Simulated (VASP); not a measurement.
Output of a VASP run:

File OUTCAR:
```
 ion  position               nearest neighbor table
   1  0.000  0.000  0.000-   2 2.36   2 2.36   2 2.36   2 2.36
   2  0.250  0.250  0.250-   1 2.36   1 2.36   1 2.36   1 2.36
  LATTYP: Found a face centered cubic cell.
 ALAT       =     5.4516200000
 Subroutine PRICEL returns:
 Original cell was already a primitive cell.
 Subroutine GETGRP returns: Found 24 space group operations
The static configuration has the point symmetry T_d .
The dynamic configuration has the point symmetry T_d .
 Subroutine INISYM returns: Found 24 space group operations
 Subroutine IBZKPT returns following result:
 Found     29 irreducible k-points:

 Following reciprocal coordinates:
            Coordinates               Weight
  0.000000  0.000000  0.000000      1.000000
  0.125000  0.000000  0.000000      8.000000
  0.250000  0.000000  0.000000      8.000000
  0.375000  0.000000  0.000000      8.000000
  0.500000  0.000000  0.000000      4.000000
  0.125000  0.125000  0.000000      6.000000
  0.250000  0.125000  0.000000     24.000000
  0.375000  0.125000  0.000000     24.000000
  0.500000  0.125000  0.000000     24.000000
 -0.375000  0.125000  0.000000     24.000000
 -0.250000  0.125000  0.000000     24.000000
 -0.125000  0.125000  0.000000     12.000000
  0.250000  0.250000  0.000000      6.000000
  0.375000  0.250000  0.000000     24.000000
  0.500000  0.250000  0.000000     24.000000
 -0.375000  0.250000  0.000000     24.000000
 -0.250000  0.250000  0.000000     12.000000
  0.375000  0.375000  0.000000      6.000000
  0.500000  0.375000  0.000000     24.000000
 -0.375000  0.375000  0.000000     12.000000
  0.500000  0.500000  0.000000      3.000000
  0.375000  0.250000  0.125000     24.000000
  0.500000  0.250000  0.125000     48.000000
 -0.375000  0.250000  0.125000     24.000000
  0.500000  0.375000  0.125000     24.000000
 -0.375000  0.375000  0.125000     48.000000
 -0.250000  0.375000  0.125000     24.000000
 -0.375000  0.500000  0.125000     12.000000
 -0.250000  0.500000  0.250000      6.000000
   k-points           NKPTS =     29   k-points in BZ     NKDIM =     29   number of bands    NBANDS=      8
   number of dos      NEDOS =    301   number of ions     NIONS =      2
   total plane-waves  NPLWV =  21952
   dimension x,y,z NGX =    28 NGY =   28 NGZ =   28
   dimension x,y,z NGXF=    56 NGYF=   56 NGZF=   56
   ions per type =               1   1
   PREC   = accura    normal or accurate (medium, high low for compatibility)
   ISTART =      0    job   : 0-new  1-cont  2-samecut
   ICHARG =      2    charge: 1-file 2-atom 10-const
   ISPIN  =      1    spin polarized calculation?
   LNONCOLLINEAR =      F non collinear calculations
   LSORBIT =      F    spin-orbit coupling
   INIWAV =      1    electr: 0-lowe 1-rand  2-diag
   ENCUT  =  480.0 eV  35.28 Ry    5.94 a.u.   6.89  6.89  6.89*2*pi/ulx,y,z
   NELM   =    100;   NELMIN=  2; NELMDL= -5     # of ELM steps
   EDIFF  = 0.1E-05   stopping-criterion for ELM
   LREAL  =      F    real-space projection
   NLSPLINE    = F    spline interpolate recip. space projectors
   LMAXMIX     =    4 max onsite mixed and CHGCAR
   VOSKOWN=      0    Vosko Wilk Nusair interpolation
   EDIFFG = -.1E-01   stopping-criterion for IOM
   NSW    =     60    number of steps for IOM
   NBLOCK =      1;   KBLOCK =     60    inner block; outer block
   IBRION =      2    ionic relax: 0-MD 1-quasi-New 2-CG
   NFREE  =      1    steps in history (QN), initial steepest desc. (CG)
   ISIF   =      3    stress and relaxation
   ISYM   =      2    0-nonsym 1-usesym 2-fastsym
   TEIN   =    0.0    initial temperature
   TEBEG  =    0.0;   TEEND  =   0.0 temperature during run
   SMASS  =  -3.00    Nose mass-parameter (am)
   PSTRESS=    0.0 pullay stress
   NELECT =       8.0000    total number of electrons
   EFERMI =   0.00;   METHOD = LEGACY
   ISMEAR =     0;   SIGMA  =   0.05  broadening in eV -4-tet -1-fermi 0-gaus
   IALGO  =     38    algorithm
...
```

### OSZICAR
```
       N       E                     dE             d eps       ncg     rms          rms(c)
DAV:   1     0.145128591170E+02    0.14513E+02   -0.35409E+03   464   0.805E+02
DAV:   2    -0.890587230203E+01   -0.23419E+02   -0.22742E+02   680   0.982E+01
DAV:   3    -0.936708678652E+01   -0.46121E+00   -0.46121E+00   552   0.174E+01
DAV:   4    -0.936951501254E+01   -0.24282E-02   -0.24282E-02   720   0.135E+00
DAV:   5    -0.936952442911E+01   -0.94166E-05   -0.94166E-05   584   0.524E-02    0.511E+00
DAV:   6    -0.913015514045E+01    0.23937E+00   -0.52072E-01   480   0.338E+00    0.318E+00
DAV:   7    -0.908468577581E+01    0.45469E-01   -0.18180E-01   640   0.222E+00    0.122E+00
DAV:   8    -0.908301393948E+01    0.16718E-02   -0.13788E-02   536   0.726E-01    0.119E-01
DAV:   9    -0.908315881556E+01   -0.14488E-03   -0.43854E-04   680   0.160E-01    0.769E-02
DAV:  10    -0.908332546350E+01   -0.16665E-03   -0.25061E-04   560   0.118E-01    0.174E-02
DAV:  11    -0.908332570707E+01   -0.24357E-06   -0.15950E-05   672   0.207E-02    0.595E-03
DAV:  12    -0.908332664638E+01   -0.93931E-06   -0.18139E-06   512   0.110E-02
   1 F= -.90833266E+01 E0= -.90833266E+01  d E =-.908333E+01
       N       E                     dE             d eps       ncg     rms          rms(c)
DAV:   1    -0.915909191775E+01   -0.75766E-01   -0.16050E+00   504   0.730E+00    0.137E+00
DAV:   2    -0.911028359961E+01    0.48808E-01   -0.11992E-01   536   0.185E+00    0.699E-01
DAV:   3    -0.909945406176E+01    0.10830E-01   -0.33099E-02   568   0.960E-01    0.196E-01
DAV:   4    -0.909835310152E+01    0.11010E-02   -0.12948E-03   552   0.240E-01    0.121E-01
DAV:   5    -0.909809813409E+01    0.25497E-03   -0.47247E-04   544   0.130E-01    0.682E-02
DAV:   6    -0.909810402408E+01   -0.58900E-05   -0.13280E-05   560   0.273E-02    0.330E-02
DAV:   7    -0.909810498594E+01   -0.96186E-06   -0.43526E-06   544   0.134E-02
   2 F= -.90981050E+01 E0= -.90981050E+01  d E =-.147783E-01
       N       E                     dE             d eps       ncg     rms          rms(c)
DAV:   1    -0.911337088355E+01   -0.15267E-01   -0.22596E-01   496   0.281E+00    0.514E-01
DAV:   2    -0.910669125591E+01    0.66796E-02   -0.15787E-02   552   0.673E-01    0.266E-01
DAV:   3    -0.910519553893E+01    0.14957E-02   -0.45601E-03   560   0.356E-01    0.832E-02
DAV:   4    -0.910506898709E+01    0.12655E-03   -0.15128E-04   568   0.855E-02    0.557E-02
DAV:   5    -0.910503786074E+01    0.31126E-04   -0.78217E-05   504   0.519E-02    0.258E-02
DAV:   6    -0.910503827355E+01   -0.41280E-06   -0.21669E-06   496   0.116E-02
   3 F= -.91050383E+01 E0= -.91050383E+01  d E =-.217116E-01
```

OUTCAR:
```
------------------------ aborting loop because EDIFF is reached ----------------------------------------
  FORCE on cell =-STRESS in cart. coord.  units (eV):
  Direction    XX          YY          ZZ          XY          YZ          ZX
  --------------------------------------------------------------------------------------
  Total        0.0016359      0.0016359      0.0016359      0.0000000     -0.0000000      0.0000000
  in kB        0.0618736      0.0618736      0.0618736      0.0000000     -0.0000000      0.0000000
  external PRESSURE =       0.0618736 kB  Pullay stress =       0.0000000 kB
  volume of cell :       42.36
      direct lattice vectors                 reciprocal lattice vectors
     0.000000000  2.766779802  2.766779802    -0.180715502  0.180715502  0.180715502
     2.766779802  0.000000000  2.766779802     0.180715502 -0.180715502  0.180715502
     2.766779802  2.766779802 -0.000000000     0.180715502  0.180715502 -0.180715502
  FREE ENERGIE OF THE ION-ELECTRON SYSTEM (eV)
  ---------------------------------------------------
  free  energy   TOTEN  =        -9.1050382735 eV

  energy  without entropy=       -9.1050382735  energy(sigma->0) =       -9.10503827

 reached required accuracy - stopping structural energy minimisation
```
(Selected blocks of OUTCAR.)

File POSCAR:
```
GaP
1
    0.0000000000     2.7258100000     2.7258100000
    2.7258100000     0.0000000000     2.7258100000
    2.7258100000     2.7258100000     0.0000000000
Ga P
1 1
Direct
  0.0000000000   0.0000000000   0.0000000000
  0.2500000000   0.2500000000   0.2500000000
```

### Question
Write an INCAR and KPOINTS that could have produced this output.

### Answer
One answer among several that fit: the input of the run itself, PBE GGA, plane waves, VASP's PBE PAW potentials (set 64).

### KPOINTS
```
Automatic mesh
0
Gamma
8 8 8
0 0 0
```

### INCAR
```
SYSTEM = GaP
PREC = Accurate
ENCUT = 480
EDIFF = 1E-6
NELM = 100
ALGO = Normal
LREAL = .FALSE.
LASPH = .TRUE.
ISMEAR = 0
SIGMA = 0.05
GGA = PE
LMAXMIX = 4
LWAVE = .FALSE.
LCHARG = .FALSE.
IBRION = 2
ISIF = 3
NSW = 60
EDIFFG = -0.01
```

POTCAR, in this order: Ga P (PBE.64 set). Program: vasp_std.

Energy and stress use the plane-wave basis of the starting cell.

The structure comes from a computed database's GaP entry (F-43m); how it stands against other phases isn't given here. This run relaxes it. Symmetry was kept, so distortions that lower it aren't found.
